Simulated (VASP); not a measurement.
An input for Quantum ESPRESSO's pw.x (written as the equivalent of a VASP run, and not itself run):

```
&CONTROL
  calculation = 'vc-relax'
  pseudo_dir = './pseudo'
  outdir = './out'
  tprnfor = .true.
  tstress = .true.
  nstep = 60
  forc_conv_thr = 0.00039
/
&SYSTEM
  ibrav = 0
  nat = 2
  ntyp = 2
  ecutwfc = 102
  occupations = 'smearing'
  smearing = 'methfessel-paxton'
  degauss = 0.00735
  input_dft = 'revpbe'
/
&ELECTRONS
  conv_thr = 7.3e-08
  electron_maxstep = 100
/
&IONS
/
&CELL
/
ATOMIC_SPECIES
  Cd 112.414 Cd.upf
  O 15.999 O.upf
CELL_PARAMETERS angstrom
     0.0000000    2.4106739    2.4106739
     2.4106739    0.0000000    2.4106739
     2.4106739    2.4106739    0.0000000
ATOMIC_POSITIONS crystal
  Cd   0.0000000  0.0000000  0.0000000
  O    0.5000000  0.5000000  0.5000000
K_POINTS automatic
  12 12 12 0 0 0
```

Question: Translate this input to VASP (INCAR, KPOINTS, POSCAR, choice of POTCAR).

Answer: Several could match; the one computed here: 
POSCAR:
```
CdO
1
    0.0000000000     2.4106738838     2.4106738838
    2.4106738838     0.0000000000     2.4106738838
    2.4106738838     2.4106738838     0.0000000000
Cd O
1 1
Direct
  0.0000000000   0.0000000000   0.0000000000
  0.5000000000   0.5000000000   0.5000000000
```

INCAR:
```
# general
SYSTEM  = CdO
PREC    = Accurate
ENCUT   = 520   # plane-wave cut-off (eV)
LREAL   = .FALSE.
LASPH   = .TRUE.

# electronic loop
EDIFF   = 1E-6   # SCF stop (eV)
NELM    = 100   # most electronic steps
ALGO    = Normal
LMAXMIX = 4

# smearing
ISMEAR  = 1   # Methfessel-Paxton
SIGMA   = 0.1   # width (eV)

# functional
GGA     = RE   # revPBE

# ions
IBRION  = 2   # conjugate gradients
NSW     = 60
ISIF    = 3   # ions, shape and volume
EDIFFG  = -0.01   # ionic stop

# output
LWAVE   = .FALSE.
LCHARG  = .FALSE.
```

**KPOINTS**
```
Automatic mesh
0
Gamma
12 12 12
0 0 0
```

POTCAR, in this order: Cd O (PBE.64 set). Program: vasp_std.

The two are equivalent in intent, not identical: the potentials are each code's own (VASP's PAW set, PseudoDojo norm-conserving files in pw.x), so ENCUT and ecutwfc are chosen apart and not converted; conv_thr bounds pw.x's estimated SCF error, while EDIFF bounds the energy change between steps; forc_conv_thr acts on force components and is met together with etot_conv_thr.

The compound is CdO in the rock salt structure. It was relaxed first, which changed the volume by +8 %. The start is the result of an earlier pass.
